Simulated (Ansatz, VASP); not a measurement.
## Ca3Ge: VASP beside Ansatz

```
Ca Ge
1.0
     3.69230    0.00000    0.00000
     0.00000    3.69230    0.00000
     0.00000    0.00000    9.62975
Ca Ge
3 1
Direct
  0.00000 0.00000 0.31961
  0.50000 0.50000 0.00000
  0.00000 0.00000 0.68039
  0.50000 0.50000 0.50000
```

Alike in both runs: functional PBE; k mesh 12 × 12 × 6; occupations gaussian, width 0.1 eV; no spin polarisation.

Ansatz relaxed the structure, and its values are those at the end. VASP's run is a single point on that final structure, the one shown.

```csv
,VASP,Ansatz
version,VASP 6.6.1,Ansatz 0.2.0
potentials or method,"VASP PAW PBE potentials, release 64 (Ca_sv, Ge_d)","scalar-relativistic, plane waves, PAW"
plane-wave cutoff (eV),520,420
valence electrons in the cell,44,44
```

|  | VASP | Ansatz | Ansatz less VASP |
| --- | --- | --- | --- |
| gap on the k mesh at the Fermi level (eV) | none | none | - |
| pressure (GPa) | 0.1 | 0.0 | -0.03 |

A gap of «none» marks a metal or a gap that the smearing closes.
